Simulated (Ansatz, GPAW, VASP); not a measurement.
# One calculation of BiTe, 3 ways

```
Bi Te
1.0
     0.00000    3.23500    3.23500
     3.23500    0.00000    3.23500
     3.23500    3.23500    0.00000
Bi Te
1 1
Direct
  0.00000 0.00000 0.00000
  0.50000 0.50000 0.50000
```

Alike in all runs: task single point; functional RPBE; k mesh 7 × 7 × 7; occupations gaussian, width 0.1 eV; no spin polarisation; no spin-orbit coupling. Pressure is positive in compression and, in plane waves, holds the error of the finite cutoff.

```csv
program and potentials,plane-wave cutoff (eV),notes,pressure (GPa)
"GPAW, the program's PAW data sets (release 1.2.1) made for this functional",600,-,2.03
"Ansatz, all-electron LAPW, scalar-relativistic",-,-,2.25
"VASP, PBE PAW files Bi_d, Te, 520 eV",520,potentials made for PBE,2.18
```

The pressure spans 2.03 (GPAW, the program's PAW data sets (release 1.2.1) made for this functional) to 2.25 GPa (Ansatz, all-electron LAPW, scalar-relativistic), with all-electron results at 2.25.

The functional is the same throughout but for its coding, so the spread measures potentials, basis and numerics; runs on potential files found faulty are left out.

All three calculations put the rock-salt cell under compression, so RPBE would prefer a larger lattice constant than the one imposed. This fits the functional's known character: its strong gradient enhancement favours inhomogeneous densities, which weakens bonds and tends to expand solids, especially those of heavy, soft p-block elements. The sign of the pressure is secure, since the spread between the codes is small beside the pressure itself.

The VASP result, with potentials made for PBE, lies closer to the all-electron value of 2.25 GPa than the GPAW result of 2.03 GPa, whose data sets were made for RPBE. Matching the potential to the functional is therefore not what decides the agreement here; differences in core treatment, projectors or basis convergence probably matter as much, and partial cancellation of errors in VASP is possible. Agreement on the pressure at one volume does not show that rock salt is the preferred structure, and BiTe is in fact known as a layered compound under ambient conditions.
